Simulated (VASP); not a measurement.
Energy against volume of Ni3Al (L1_2). Computed with SCAN meta-GGA, VASP's PBE PAW potentials (set 64) (plane waves; VASP). Run with 520 eV cut-off, 9×9×9 Γ-centred mesh, first-order Methfessel-Paxton smearing of 0.10 eV, potentials Al Ni.

```tsv
V (Å³/atom)	E (eV/atom)
10.452	-14.51132
10.775	-14.51871
11.099	-14.51208
11.422	-14.49370
```

Task: Fit these four points and predict the energy of the run at 10.129 Å³/atom.

Result: A cubic in V^(−2/3), the third-order Birch-Murnaghan form, passes through the four points with V0 = 10.77 Å³/atom and B0 = 231 GPa, and gives -14.4873 eV/atom there. The run gave -14.4888 eV/atom, -1.5 meV/atom from the fit; all five points give B0 = 225 GPa.

The compound is Ni3Al in the L1_2 structure. It was relaxed first, which changed the volume by -5 %.
